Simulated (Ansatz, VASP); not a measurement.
# Cross-check of ZrB2 between VASP and Ansatz

Aim: how closely do two programs agree when they are given the same cell, functional and k mesh? The cell is taken from a series of runs on this material, whose earlier steps may have relaxed, scaled, displaced or heated it; both programs get it as it stands.

Calculated with Ansatz 0.2.0; plane waves, with VASP 6.6.1 beside it; LDA.

## 1. The starting structure

It takes space group P6/mmm (No. 191, hexagonal). The conventional cell has a = 3.113 Å, b = 3.113 Å, c = 3.464 Å, α = 90.00°, β = 90.00°, γ = 120.00°. B has 3 B at 1.80 Å and 6 Zr at 2.50 Å nearest. Nearest to Zr lie 12 B at 2.50 Å. Farther neighbours are not listed.

## 2. Ansatz: zone-centre phonons, LDA

Ansatz runs on its PAW soft_1 files.

Second derivatives magnify differences that forces hide, and they need a tight electronic threshold.

input.yaml reads:

```yaml
crystal:
  lattice:
    - [3.1127568654, 0.0, 0.0]
    - [-1.5563784327, 2.6957265213, 0.0]
    - [0.0, 0.0, 3.463815969]
  atoms:
    - { symbol: B, position: [0.3333333333, 0.6666666667, 0.5] }
    - { symbol: B, position: [0.6666666667, 0.3333333333, 0.5] }
    - { symbol: Zr, position: [0.0, 0.0, 0.0] }
kpoints:
  mp_grid: { grid: [15, 15, 12] }
hamiltonian:
  xc: lda
  pseudopotentials: { kind: paw, azcp: { folder: soft_1 }, xc_functional: pbe }
scf:
  occupations: { method: methfessel_paxton, width: 0.2 }
output:
  eigenvalues: true
phonons:
  method: dfpt
```

Command:

```
$ ansatz run input.yaml --threads 4 --pin off --max-ram 10240MiB --backend cpu --events-out ev --progress --plain --runs-dir out
```

Numbers of over 12 decimals in the logs are rounded to 6 here.

The log of the run:

```text
zone centre: on kpoints.mp_grid the ground state, and the responses unless they are solved on pairs of k-points, stand on 448 of the mesh's 2700 k-points, reduced under 4 symmetry operations, with k and −k counted as one. Each operation leaves every solved displacement unchanged or reverses it
Engine: ansatz 0.2.0, aarch64-unknown-linux-gnu
Pseudopotentials: kind: paw
Pseudopotential: B, paw, valence charge 3, recommended cutoff 420 eV (normal), soft_1/B.paw.azcp
Pseudopotential: Zr, paw, valence charge 12, recommended cutoff 420 eV (normal), soft_1/Zr.paw.azcp
Functional definition: SPW92
  exchange = slater_x
  correlation = pw_c
Crystal: 3 atoms, lattice volume = 29.065 Å³
Basis set: ecut = 420 eV, 563 PW (Γ), exchange–correlation on 48×48×48 points (8 copies of the dense FFT grid, shifted against one another)
Bands: 13, of which v1, the nominal top of the filled ones, is band 9 counted from 1 (8 counted from 0)
Symmetry: 24 space group operations
k-points: 448 of 2700 (irreducible under 4 space group operations, time reversal used)
Non-local potential: B, projectors of the file, l = 0: 2, l = 1: 2, l = 2: 1
Non-local potential: Zr, projectors of the file, l = 0: 3, l = 1: 2, l = 2: 2, l = 3: 1
PAW form: soft (Blöchl's): semilocal exchange-correlation on the pseudo side does not see the compensation charge
PAW frozen core: B, regenerated for the run's functional, and the local potential with it (the file was generated under x = pbe(κ = 0.804, μ = 0.219515), c = pbe(β = 0.066725))
PAW frozen core: Zr, regenerated for the run's functional, and the local potential with it (the file was generated under x = pbe(κ = 0.804, μ = 0.219515), c = pbe(β = 0.066725))
PAW one-centre angular grid: B, 110 points (default); XC on 64 Gauss nodes
PAW one-centre angular grid: Zr, 590 points (default); XC on 64 Gauss nodes
Initial density: superposition of atomic densities (chi_scale 0.1, normalization cell, long waves kept (reshape's long-wave potential 0.00 eV rms))
Initial wavefunctions: pseudopotential atomic-orbital guess
Functional: x = slater, c = lda
SCF iter   1: F=—  HF=-4380.880029 eV  |F-HF|=—  |Δ(HF+E_count)|=         —  Δρ=6.12e-2  dr2=1.97e0  ethr=3.10e-3  ⟨swp⟩=5.0  Hψ=28192  notcnv=0
preconditioner: auto → none  [metal: Δε(μ)=0.029 eV  Ē_g=17.238 eV  σ=0.200 eV  W_gap=0.12  n_scr=8 (ndim 8)  ℏωp=27.6 eV  f_vac=0.000  D(μ)=0.24/eV (n_scr^D=0)  sad-step TF]
SCF iter   2: F=—  HF=-4380.418551 eV  |F-HF|=—  |Δ(HF+E_count)|=   4.61e-1  S|Δr|=    0.00e0  Δρ=3.02e-2  dr2=4.43e-1  ethr=3.10e-3  ⟨swp⟩=2.3  Hψ=11895  notcnv=0
SCF iter   3: F=—  HF=-4380.284147 eV  |F-HF|=—  |Δ(HF+E_count)|=   1.34e-1  S|Δr|=    0.00e0  Δρ=2.20e-3  dr2=9.58e-4  ethr=2.46e-3  ⟨swp⟩=2.0  Hψ=9826  notcnv=0
SCF iter   4: F=—  HF=-4380.284444 eV  |F-HF|=—  |Δ(HF+E_count)|=   2.97e-4  S|Δr|=    0.00e0  Δρ=4.12e-4  dr2=3.25e-5  ethr=5.32e-6  ⟨swp⟩=2.2  Hψ=13291  notcnv=0
SCF iter   5: F=—  HF=-4380.284456 eV  |F-HF|=—  |Δ(HF+E_count)|=   1.16e-5  S|Δr|=    0.00e0  Δρ=4.20e-5  dr2=6.88e-7  ethr=1.81e-7  ⟨swp⟩=2.0  Hψ=9849  notcnv=0
SCF iter   6: F=—  HF=-4380.284455 eV  |F-HF|=—  |Δ(HF+E_count)|=   4.91e-7  S|Δr|=    0.00e0  Δρ=5.08e-6  dr2=2.76e-9  ethr=3.82e-9  ⟨swp⟩=2.6  Hψ=9602  notcnv=0
SCF iter   7: F=—  HF=-4380.284455 eV  |F-HF|=—  |Δ(HF+E_count)|=   3.20e-9  S|Δr|=    0.00e0  Δρ=5.08e-7  dr2=9.22e-11  ethr=1.53e-11  ⟨swp⟩=2.1  Hψ=9742  notcnv=0
SCF iter   8: F=-4380.284455 eV  HF=-4380.284455 eV  |F-HF|=2.73e-12  |Δ(HF+E_count)|=  3.55e-11  S|Δr|=    0.00e0  Δρ=9.98e-8  dr2=3.56e-12  ethr=1.00e-12  ⟨swp⟩=5.7  Hψ=24405  notcnv=0
the search or the solves at the SCF's close seem to have found levels that the self-consistency loop had missed (the run counts 1). By its estimate they hold under 1e-12 electrons; where the run keeps them, the occupations were computed again with them
SCF 1 converged in 8 iterations: F = -4380.284455 eV  dr2 = 3.56e-12
  greatest PAW one-centre occupation: 0.994 electrons in one spin orbital (limit 2), on the Zr atom at site 2 (counted from 0), in its partial waves of l = 0
DFPT response loops at Γ: preconditioner auto → Kerker (q_TF=auto, 2.519 Å⁻¹) (partly filled bands, converged f_vac=0.000); β = 1.00, the filter's whole step (`scf.mixing.beta` (0.50) is not read by the response loops under this deck's `scf.mixing.preconditioner`; to damp them name `kerker` or `kerker_dos`, under which they read `scf.mixing.beta`, and type it under 1.00, their step now; both keys bind the ground state too); Broyden in place of MSR1
SCF converged after 8 iterations
Stability not checked: this state was not tested for a lower state beside it, because cold or Methfessel-Paxton smearing, or corrected tetrahedra, fill the levels in a way that the test cannot read (fill_not_monotonic; see scf.lower_state_search)
Free energy (F): -4380.284455 eV
Harris-Foulkes:  -4380.284455 eV  (|F-HF|=2.73e-12)
Internal energy: -4380.284944 eV  (E = F + TS)
E sigma→0 (E₀):  -4380.284578 eV
Entropy (-TS):   0.000489 eV (0.163 meV/atom)
Fermi energy:    16.410323 eV
--- Per-component energies (eV) ---
  E_band       = -12.254697
  E_kinetic    = 424.193513
  E_local      = -505.685647  (includes V_loc(G=0)·N_el)
  E_nonlocal   = 94.846495
  E_hartree    = 171.796876
  E_xc         = -223.322684
  E_vxc        = -265.360643  (∫ρ·V_xc dr)
  E_paw        = -3003.514865  (= ΣΔE_a)
  E_vpaw       = -103.842156  (= ΣTr[D̂ρ^β])
  E_aug_tail   = -0.000003  (compensation charges beyond the density's cutoff)
  E_ewald      = -1339.060697
  E_core_change = 0.462069  (= ΣΔE_core)
  E_smearing   = 0.000489  (= −TS)
  E_closure    = -0.000000  (closes the sum)
  Σ components = -4380.284455   (vs F -4380.284455, Δ=0.00e0)
--- Band table (eV; the first three rows and the last of 448) ---
  k-point 0: bands = [... 5 lower, 13.6781, 13.6781, 13.7117, 14.1749, 20.0628, 20.0628, 20.8716, 20.8716]
  k-point 1: bands = [... 5 lower, 13.0349, 13.7469, 13.7469, 14.8219, 19.4570, 19.4570, 20.6394, 20.6394]
  k-point 2: bands = [... 5 lower, 12.1351, 13.9509, 13.9509, 15.6561, 18.5575, 18.5575, 20.0277, 20.0277]
  k-point 447: bands = [... 5 lower, 9.3918, 11.7390, 12.8519, 13.8121, 20.1007, 21.5446, 21.7126, 22.8106]
--- Phonons (Γ-DFPT): 4 representative perturbations + reference, on 448 of 2700 k-points (Σ response iterations 12) ---
  k mesh reduced under 4 symmetry operations, with k and −k counted as one. Each operation leaves every solved displacement unchanged or reverses it
  ASR residual: 7.948e-5 → 0.000e0 eV/Å²; symmetrization residual: 3.429e-7 eV/Å²
  ASR residual per site (eV/Å²): 2.91e-5 2.91e-5 7.95e-5
  Γ frequencies (cm⁻¹): 0.00 0.00 0.00 480.55 480.55 506.46 597.31 819.74 819.74
  non-analytic LO–TO correction: not included (Born effective charges unavailable; polar crystals: no LO–TO splitting at Γ)
```

Reading the cycles: dr2 is the Hartree energy of the density residual (eV), the measure of convergence; HF is the Harris–Foulkes estimate of the energy, which meets the free energy F at convergence.

(Continued in part 2 of 2.)

[Lines on the potential files, build, host, timing and source positions are cut from VASP's logs without a mark.]

[Logs are printed without paths, hosts, clocks, repeated set-up lines and the standing remarks that a program may print on its own settings, such as how far it seeks lower states.]

[Hosts, paths, dates, database ids (printed as entryN), source tags and the programs' standing remarks are cut or masked in the printed files.]
